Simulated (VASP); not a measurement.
Output of a VASP run:

File OSZICAR:
```
       N       E                     dE             d eps       ncg     rms          rms(c)
DAV:   1     0.760089255301E+02    0.76009E+02   -0.99955E+03  4238   0.499E+02
DAV:   2    -0.758242831127E+02   -0.15183E+03   -0.14350E+03  5016   0.184E+02
DAV:   3    -0.805997164793E+02   -0.47754E+01   -0.47415E+01  5071   0.271E+01
DAV:   4    -0.806093128397E+02   -0.95964E-02   -0.95957E-02  4819   0.122E+00
DAV:   5    -0.806093280898E+02   -0.15250E-04   -0.15250E-04  4902   0.482E-02    0.541E+01
DAV:   6    -0.680757660241E+02    0.12534E+02   -0.44201E+00  4639   0.108E+01    0.442E+01
DAV:   7    -0.694145787486E+02   -0.13388E+01   -0.14525E+00  4516   0.505E+00    0.239E+01
DAV:   8    -0.686438057200E+02    0.77077E+00   -0.12432E+00  4421   0.500E+00    0.272E+00
DAV:   9    -0.684350086130E+02    0.20880E+00   -0.30738E-01  4306   0.278E+00    0.264E+00
DAV:  10    -0.683991457337E+02    0.35863E-01   -0.61376E-03  4615   0.394E-01    0.306E+00
DAV:  11    -0.685600181621E+02   -0.16087E+00   -0.63348E-02  4296   0.128E+00    0.418E-01
DAV:  12    -0.685548669255E+02    0.51512E-02   -0.59320E-03  5009   0.343E-01    0.107E-01
DAV:  13    -0.685527267773E+02    0.21401E-02   -0.25609E-03  4511   0.203E-01    0.409E-01
DAV:  14    -0.685523594806E+02    0.36730E-03   -0.35775E-04  4575   0.753E-02    0.180E-01
DAV:  15    -0.685523957264E+02   -0.36246E-04   -0.16821E-04  4411   0.649E-02    0.508E-02
DAV:  16    -0.685524620601E+02   -0.66334E-04   -0.42706E-05  4428   0.318E-02    0.155E-02
DAV:  17    -0.685524748748E+02   -0.12815E-04   -0.24112E-06  4660   0.743E-03    0.159E-02
DAV:  18    -0.685524746634E+02    0.21137E-06   -0.84535E-07  4650   0.428E-03    0.115E-03
DAV:  19    -0.685524746158E+02    0.47603E-07   -0.10351E-07  4577   0.141E-03
   1 F= -.68552475E+02 E0= -.68552475E+02  d E =-.105768E-45
 imaginary and real dielectric function
```

**OUTCAR**
```
------------------------ aborting loop because EDIFF is reached ----------------------------------------
  FORCE on cell =-STRESS in cart. coord.  units (eV):
  Direction    XX          YY          ZZ          XY          YZ          ZX
  --------------------------------------------------------------------------------------
  Total       -0.0237495     -0.0237495     -0.0237495      0.0000000     -0.0000000     -0.0000000
  in kB       -1.1929714     -1.1929714     -1.1929714      0.0000000     -0.0000000     -0.0000000
  external PRESSURE =      -1.1929714 kB  Pullay stress =       0.0000000 kB
  volume of cell :       31.90
      direct lattice vectors                 reciprocal lattice vectors
     0.000000000  2.517106233  2.517106233    -0.198640802  0.198640802  0.198640802
     2.517106233  0.000000000  2.517106233     0.198640802 -0.198640802  0.198640802
     2.517106233  2.517106233  0.000000000     0.198640802  0.198640802 -0.198640802
 POSITION                                       TOTAL-FORCE (eV/Angst)
 -----------------------------------------------------------------------------------
      0.00000      0.00000      0.00000        -0.000000     -0.000000     -0.000000
      3.77566      3.77566      3.77566        -0.000000     -0.000000     -0.000000
      1.25855      1.25855      1.25855         0.000000      0.000000      0.000000
 -----------------------------------------------------------------------------------
    total drift:                                0.000000      0.000000      0.000000
  FREE ENERGIE OF THE ION-ELECTRON SYSTEM (eV)
  ---------------------------------------------------
  free  energy   TOTEN  =       -68.5524746158 eV

  energy  without entropy=      -68.5524746158  energy(sigma->0) =      -68.55247462

 plasma frequency squared (from intraband transitions) (eV^2)
  --------------------------------------------------------------------------------------
       0.000       0.000       0.000
       0.000       0.000       0.000
       0.000       0.000       0.000

 plasma frequency squared (from interband transitions, int dw w eps(2)(w)) (eV^2)
  --------------------------------------------------------------------------------------
     959.504       0.000       0.000      -0.000      -0.000      -0.000
       0.000       0.000     959.504       0.000       0.000       0.000
      -0.000       0.000       0.000      -0.000     959.504       0.000
```
(Selected blocks of OUTCAR.)

**POSCAR**
```
HfO2
1
    0.0000000000     2.5171062332     2.5171062332
    2.5171062332     0.0000000000     2.5171062332
    2.5171062332     2.5171062332     0.0000000000
Hf O
1 2
Direct
  0.0000000000   0.0000000000   0.0000000000
  0.7500000000   0.7500000000   0.7500000000
  0.2500000000   0.2500000000   0.2500000000
```

**Question.** Reconstruct the remaining input files.

**Answer.** Several could match; the one computed here: the input of the run itself, r2SCAN meta-GGA, plane waves, VASP's PBE PAW potentials (set 64).

KPOINTS:
```
Automatic mesh
0
Gamma
10 10 10
0 0 0
```

### INCAR
```
ALGO  =  Normal
CSHIFT  =  0.1
EDIFF  =  1E-7
ENCUT  =  520
ISMEAR  =  0
LASPH  =  .TRUE.
LCHARG  =  .FALSE.
LMAXMIX  =  6
LMIXTAU  =  .TRUE.
LOPTICS  =  .TRUE.
LPEAD  =  .TRUE.
LREAL  =  .FALSE.
LWAVE  =  .FALSE.
METAGGA  =  R2SCAN
NBANDS  =  45
NEDOS  =  1001
NELM  =  100
PREC  =  Accurate
SIGMA  =  0.01
SYSTEM  =  HfO2
```

POTCAR, in this order: Hf_pv O (PBE.64 set). Program: vasp_std.

The structure comes from a computed database's HfO2 entry (Fm-3m); how it stands against other phases isn't given here. It was relaxed first.
